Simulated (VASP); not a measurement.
An input for Ansatz (written as the equivalent of a VASP run, and not itself run):

Ansatz 0.2 input:
```yaml
crystal:
  lattice:
    - [1.5688016, -2.7172449, 0.0000000]
    - [1.5688016, 2.7172449, 0.0000000]
    - [0.0000000, 0.0000000, 10.3363359]
  atoms:
    - { symbol: La, position: [0.0000000, 0.0000000, 0.5000000] }
    - { symbol: La, position: [0.0000000, 0.0000000, 0.0000000] }
    - { symbol: La, position: [0.3333330, 0.6666670, 0.2500000] }
    - { symbol: La, position: [0.6666670, 0.3333330, 0.7500000] }
kpoints:
  mp_grid: { grid: [11, 11, 3] }
hamiltonian:
  xc: lda
  pseudopotentials: { kind: paw }
scf:
  occupations: { method: methfessel_paxton, width: 0.1 }
  max_iter: 100
relax:
  max_steps: 40
  f_tol: 0.02
  cell: { p_target: 20 }
output: { forces: true, stress: true, eigenvalues: true }
```

### Question
Translate this input to VASP (INCAR, KPOINTS, POSCAR, choice of POTCAR).

### Answer
One answer among several that fit: 
**KPOINTS**
```
Automatic mesh
0
Gamma
11 11 3
0 0 0
```

**POSCAR**
```
La
1
    1.5688016082    -2.7172448933     0.0000000000
    1.5688016082     2.7172448933    -0.0000000000
   -0.0000000000    -0.0000000000    10.3363359358
La
4
Direct
  0.0000000000   0.0000000000   0.5000000000
  0.0000000000   0.0000000000   0.0000000000
  0.3333330000   0.6666670000   0.2500000000
  0.6666670000   0.3333330000   0.7500000000
```

**INCAR**
```
! general
SYSTEM  = La
PREC    = Accurate
ENCUT   = 500   ! plane-wave cut-off (eV)
LREAL   = .FALSE.   ! projection in real space or not
LASPH   = .TRUE.   ! aspherical one-centre terms

! electronic loop
EDIFF   = 1E-6   ! SCF stop (eV)
NELM    = 100   ! most electronic steps
ALGO    = Normal   ! blocked Davidson
LMAXMIX = 6

! smearing
ISMEAR  = 1   ! Methfessel-Paxton
SIGMA   = 0.1   ! width (eV)

! ions
IBRION  = 2   ! conjugate gradients
NSW     = 40   ! most ionic steps
ISIF    = 3   ! ions, shape and volume
EDIFFG  = -0.02
PSTRESS = 200

! output
LWAVE   = .FALSE.
LCHARG  = .FALSE.
```

POTCAR, in this order: La (LDA.64 set). Program: vasp_std.

Limits of the translation: each code has its own PAW files, so the cut-off isn't converted (ENCUT is set for VASP's; basis.ecutwfc is left out, and Ansatz then takes the one that its files recommend); Ansatz stops its SCF on the density residual and VASP on the energy change (EDIFF); Ansatz's lda is the Perdew-Wang form, while the LDA potentials of VASP carry Perdew-Zunger's.

The compound is La in the dhcp structure. It was relaxed first under an external pressure of 20 GPa.
